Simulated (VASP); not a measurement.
All values below come from PBE GGA, VASP's PBE PAW potentials (set 64) (plane waves; VASP).

The input files of a VASP run:

**KPOINTS**
```
Automatic
0
Gamma
 12 12 12
0 0 0
```

**INCAR**
```
! general
SYSTEM   =  MoSi2
PREC     =  Accurate
ENCUT    =  800
LREAL    =  .False.
LASPH    =  .True.

! electronic loop
EDIFF    =  1E-6
NELM     =  100
ALGO     =  Normal
LMAXMIX  =  4

! smearing
ISMEAR   =  1
SIGMA    =  0.1

! functional
GGA      =  PE

! ions
ISIF     =  2

! output
LWAVE    =  .False.
LCHARG   =  .False.
```

POSCAR:
```
MoSi2
1
   -1.6371000000     1.6371000000     4.0035000000
    1.6371000000    -1.6371000000     4.0035000000
    1.6371000000     1.6371000000    -4.0035000000
Si Mo
2 1
Direct
  0.6650000000   0.6650000000   0.0000000000
  0.3350000000   0.3350000000   0.0000000000
  0.0000000000   0.0000000000   0.0000000000
```

POTCAR, in this order: Si Mo_sv (PBE.64 set). Program: vasp_std.

Output of the run:

OSZICAR:
```
       N       E                     dE             d eps       ncg     rms          rms(c)
DAV:   1     0.164170430533E+03    0.16417E+03   -0.14414E+04  4898   0.194E+03
DAV:   2    -0.192293795436E+02   -0.18340E+03   -0.18103E+03  5779   0.399E+02
DAV:   3    -0.241347052031E+02   -0.49053E+01   -0.48573E+01  6710   0.562E+01
DAV:   4    -0.241612305968E+02   -0.26525E-01   -0.26517E-01  5401   0.487E+00
DAV:   5    -0.241614673433E+02   -0.23675E-03   -0.23673E-03  6794   0.445E-01    0.186E+01
DAV:   6    -0.234007783743E+02    0.76069E+00   -0.89692E+00  5702   0.195E+01    0.398E+00
DAV:   7    -0.232314519399E+02    0.16933E+00   -0.15076E+00  5533   0.765E+00    0.382E+00
DAV:   8    -0.231953958870E+02    0.36056E-01   -0.13408E-01  5716   0.302E+00    0.454E-01
DAV:   9    -0.231946450146E+02    0.75087E-03   -0.28576E-03  6157   0.475E-01    0.266E-01
DAV:  10    -0.231946197957E+02    0.25219E-04   -0.10019E-03  5856   0.291E-01    0.616E-02
DAV:  11    -0.231945972921E+02    0.22504E-04   -0.40542E-04  5723   0.155E-01    0.438E-02
DAV:  12    -0.231945899871E+02    0.73051E-05   -0.32684E-05  5565   0.408E-02    0.128E-02
DAV:  13    -0.231945893310E+02    0.65610E-06   -0.28866E-06  4956   0.101E-02
   1 F= -.23194589E+02 E0= -.23194429E+02  d E =-.481792E-03
```

### OUTCAR
```
------------------------ aborting loop because EDIFF is reached ----------------------------------------
  FORCE on cell =-STRESS in cart. coord.  units (eV):
  Direction    XX          YY          ZZ          XY          YZ          ZX
  --------------------------------------------------------------------------------------
  Total       -2.4543482     -2.4543482     -2.7069926      0.0000000      0.0000000      0.0000000
  in kB      -91.6213137    -91.6213137   -101.0525796      0.0000000      0.0000000      0.0000000
  external PRESSURE =     -94.7650690 kB  Pullay stress =       0.0000000 kB
  volume of cell :       42.92
      direct lattice vectors                 reciprocal lattice vectors
    -1.637100000  1.637100000  4.003500000     0.000000000  0.305418117  0.124890721
     1.637100000 -1.637100000  4.003500000     0.305418117  0.000000000  0.124890721
     1.637100000  1.637100000 -4.003500000     0.305418117  0.305418117  0.000000000
 POSITION                                       TOTAL-FORCE (eV/Angst)
 -----------------------------------------------------------------------------------
      0.00000      0.00000      5.32465        -0.000000     -0.000000     -0.121373
      0.00000      0.00000      2.68235         0.000000      0.000000      0.121373
      0.00000      0.00000      0.00000         0.000000      0.000000      0.000000
 -----------------------------------------------------------------------------------
    total drift:                                0.000000      0.000000     -0.000000
  FREE ENERGIE OF THE ION-ELECTRON SYSTEM (eV)
  ---------------------------------------------------
  free  energy   TOTEN  =       -23.1945893310 eV

  energy  without entropy=      -23.1941075392  energy(sigma->0) =      -23.19442873
```
(Selected blocks of OUTCAR.)

The compound is MoSi2 in the MoSi2 type structure. The cell was not relaxed at this level. The run is one of a series of settings (ENCUT = 800 against the base run), some of them coarse on purpose.
